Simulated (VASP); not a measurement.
Method: r2SCAN meta-GGA, VASP's PBE PAW potentials (set 64) (plane waves; VASP).

The input files of a VASP run:

**INCAR**
```
ALGO = Normal
EDIFF = 1E-7
ENCUT = 400
ISIF = 2
ISMEAR = -5
LASPH = T
LCHARG = F
LMAXMIX = 6
LMIXTAU = T
LORBIT = 11
LREAL = F
LWAVE = F
METAGGA = R2SCAN
NEDOS = 601
NELM = 100
PREC = Accurate
SYSTEM = Gd
```

KPOINTS:
```
Automatic mesh
0
Gamma
14 14 14
0 0 0
```

KPOINTS_OPT:
```
k-points along high-symmetry lines
10
Line-mode
Reciprocal
  0.000000   0.000000   0.000000 ! GAMMA
  0.500000   0.000000   0.500000 ! X

  0.500000   0.000000   0.500000 ! X
  0.625000   0.250000   0.625000 ! U

  0.375000   0.375000   0.750000 ! K
  0.000000   0.000000   0.000000 ! GAMMA

  0.000000   0.000000   0.000000 ! GAMMA
  0.500000   0.500000   0.500000 ! L

  0.500000   0.500000   0.500000 ! L
  0.500000   0.250000   0.750000 ! W

  0.500000   0.250000   0.750000 ! W
  0.500000   0.000000   0.500000 ! X
```

### POSCAR
```
Gd
1
   -0.0000000000     2.5348054231     2.5348054231
    2.5348054231    -0.0000000000     2.5348054231
    2.5348054231     2.5348054231     0.0000000000
Gd
1
Direct
  0.0000000000   0.0000000000   0.0000000000
```

POTCAR, in this order: Gd_3 (PBE.64 set). Program: vasp_std.

The 4f electrons are frozen in the core of the lanthanide potential, so 4f levels, which can set the real gap, and their magnetism are missing.

What does the run give for the energy per atom (σ→0), band gap (over mesh and band path)?

* **energy per atom (σ→0)**: -30.586 eV/atom
* **band gap (over mesh and band path)**: none (metal, semimetal or under 0.01 eV)

File OSZICAR:
```
...
DAV:  20    -0.305861063952E+02   -0.85236E-06   -0.15463E-07  1912   0.433E-03    0.171E-03
DAV:  21    -0.305861057046E+02    0.69059E-06   -0.10954E-08   912   0.128E-03    0.653E-04
DAV:  22    -0.305861055763E+02    0.12831E-06   -0.13944E-08   880   0.117E-03    0.611E-05
DAV:  23    -0.305861051926E+02    0.38366E-06   -0.10360E-09   840   0.417E-04    0.100E-04
DAV:  24    -0.305861054409E+02   -0.24832E-06   -0.82900E-10   856   0.244E-04    0.313E-05
DAV:  25    -0.305861053619E+02    0.79029E-07   -0.10823E-10   856   0.116E-04
   1 F= -.30586105E+02 E0= -.30586105E+02  d E =0.000000E+00
       N       E                     dE             ncg
```

The structure was generated: Gd was put into the fcc type (Fm-3m), which need not be its known phase. It was relaxed first.
